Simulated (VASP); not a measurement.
Here is a VASP 6.6.1 calculation.

The input INCAR:

```
SYSTEM = C
  ALGO = Fast
  EDIFF = 1E-7
  ENCUT = 520
  GGA = PE
  ISIF = 2
  ISMEAR = 0
  IVDW = 12
  LASPH = .TRUE.
  LCHARG = .FALSE.
  LREAL = .FALSE.
  LWAVE = .FALSE.
  NELM = 80
  PREC = Accurate
  SIGMA = 0.02
```

KPOINTS

```
k-points
0
G
  15 15 6
  0 0 0
```

The input POSCAR:

```
C
1.0
    2.4560000000      0.0000000000      0.0000000000
   -1.2280000000      2.1269583900      0.0000000000
    0.0000000000      0.0000000000      6.6960000000
C
4
Direct
    0.0000000000      0.0000000000      0.7500000000
    0.0000000000      0.0000000000      0.2500000000
    0.3333333300      0.6666666700      0.7500000000
    0.6666666700      0.3333333300      0.2500000000
```

Potentials or basis: VASP PAW PBE potentials, release 64 (C).

Launch:

```bash
$ cat potpaw_PBE.64/C/POTCAR > POTCAR
$ mpirun -np 1 vasp_std > vasp.out
```

Q: What does it give for the pressure?

A: 3.8 GPa.

Q: What does it give for the band gap on the k mesh?

A: None (metal or under the smearing width).

Q: Estimate the dispersion energy per atom.

A: -0.157 eV.

Stress tensor (GPa, compression positive):
```
5.61 0.00 0.00
0.00 5.61 0.00
0.00 0.00 0.06
```
